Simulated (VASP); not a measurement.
```xyz
5
Lattice="3.9411 0.0000 0.0000 0.0000 3.9411 0.0000 0.0000 0.0000 3.9411" Properties=species:S:1:pos:R:3 pbc="T T T"
Sr     0.0000     0.0000     0.0000
Ti     1.9706     1.9706     1.9706
O      1.9706     0.0000     1.9706
O      0.0000     1.9706     1.9706
O      1.9706     1.9706     0.0000
```

Calculation: PBE GGA, VASP's PBE PAW potentials (set 64) (plane waves; VASP). Settings: 520 eV cut-off, Gaussian smearing of 0.050 eV, potentials Sr_sv Ti_sv O.

### Question
What does the run give for the band gap (along the path) with the smallest direct gap where there is one?

### Answer

The band gap (along the path) is 1.80 eV and the smallest direct gap (along the path) is 2.17 eV.

The absolute energy has meaning only against runs of the same code, potentials and settings.

The compound is SrTiO3 in the cubic perovskite structure, the ideal cubic form; the compound distorts at low or room temperature. It was relaxed first.
